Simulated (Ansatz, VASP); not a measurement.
Two plane-wave programs on Mg3NbO2

```
Mg Nb O
1.0
     6.35874    0.00000    0.00000
    -3.17937    5.50683    0.00000
     0.00000    0.00000    4.02921
Mg Nb O
3 1 2
Direct
  0.52149 0.47851 0.50000
  0.52149 0.04298 0.50000
  0.95702 0.47851 0.50000
  0.33333 0.66667 0.00000
  0.33333 0.66667 0.50000
  0.00000 0.00000 0.00000
```

Alike in both runs: functional PBE; k mesh 6 × 6 × 10; occupations gaussian, width 0.1 eV; no spin polarisation.

Ansatz relaxed the structure, and its values are those at the end. VASP's run is a single point on that final structure, the one shown.

|  | VASP | Ansatz |
| --- | --- | --- |
| version | VASP 6.6.1 | Ansatz 0.2.0 |
| potentials or method | VASP PAW PBE potentials, release 64 (Mg, Nb_sv, O) | scalar-relativistic, plane waves, PAW |
| plane-wave cutoff (eV) | 520 | 420 |
| valence electrons in the cell | 31 | 55 |

Ansatz gave:

```
gap on the k mesh at the Fermi level (eV) : none
pressure (GPa)                            : 0.0
rms of the force components (eV/Å)        : 0.000
```

What did VASP give for the same quantities?

gap on the k mesh at the Fermi level (eV): none; pressure (GPa): -0.2; rms of the force components (eV/Å): 0.004.

A gap of «none» marks a metal or a gap that the smearing closes. With one functional, cell and mesh, what is left measures potentials, basis and numerics. The two sets of potentials don't hold the same shells in valence.

Caveats: an odd number of electrons without spin polarisation forces a metal; a magnetic or distorted state may lie lower.
